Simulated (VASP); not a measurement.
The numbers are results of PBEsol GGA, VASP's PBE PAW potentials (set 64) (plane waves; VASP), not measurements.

A VASP calculation is set up with these files.

### INCAR
```
ALGO = Normal
EDIFF = 1E-6
EDIFFG = -0.01
ENCUT = 400
GGA = PS
IBRION = 2
ISIF = 3
ISMEAR = 1
LASPH = .TRUE.
LCHARG = .FALSE.
LMAXMIX = 6
LREAL = .FALSE.
LWAVE = .FALSE.
NELM = 100
NSW = 60
PREC = Accurate
SIGMA = 0.1
SYSTEM = HfSi
```

**POSCAR**
```
HfSi
1
    0.0000000000     2.6481981967     2.6481981967
    2.6481981967     0.0000000000     2.6481981967
    2.6481981967     2.6481981967    -0.0000000000
Hf Si
1 1
Direct
  0.0000000000   0.0000000000   0.0000000000
  0.5000000000   0.5000000000   0.5000000000
```

KPOINTS:
```
Automatic mesh
0
Gamma
11 11 11
0 0 0
```

POTCAR, in this order: Hf_pv Si (PBE.64 set). Program: vasp_std.

Unless said otherwise, spin-orbit coupling is left out, though it shifts the bands of the heavy elements here.

Task: Estimate the energy per atom (σ→0), band gap (on the k-mesh).

Result: 
```json
{
  "energy per atom (σ→0)": "-8.724 eV/atom",
  "band gap (on the k-mesh)": "none (metal, semimetal or under 0.01 eV)"
}
```

File OSZICAR:
```
...
DAV:   7    -0.174838480946E+02    0.44881E-01   -0.85108E-01  1444   0.585E+00    0.381E+00
DAV:   8    -0.174490846943E+02    0.34763E-01   -0.22715E-01  1366   0.287E+00    0.655E-01
DAV:   9    -0.174482745616E+02    0.81013E-03   -0.97339E-03  1402   0.710E-01    0.352E-01
DAV:  10    -0.174482538695E+02    0.20692E-04   -0.20711E-04  1462   0.112E-01    0.146E-01
DAV:  11    -0.174482533446E+02    0.52490E-06   -0.55421E-05  1437   0.493E-02    0.382E-02
DAV:  12    -0.174482522249E+02    0.11197E-05   -0.36893E-06  1364   0.136E-02    0.895E-03
DAV:  13    -0.174482520264E+02    0.19850E-06   -0.15139E-07   775   0.367E-03
   1 F= -.17448252E+02 E0= -.17448254E+02  d E =-.174483E+02
```

The structure was generated: HfSi was put into the rock salt type (Fm-3m), which need not be its known phase. It was relaxed first, which changed the volume by -37 %. The start is the result of an earlier pass.
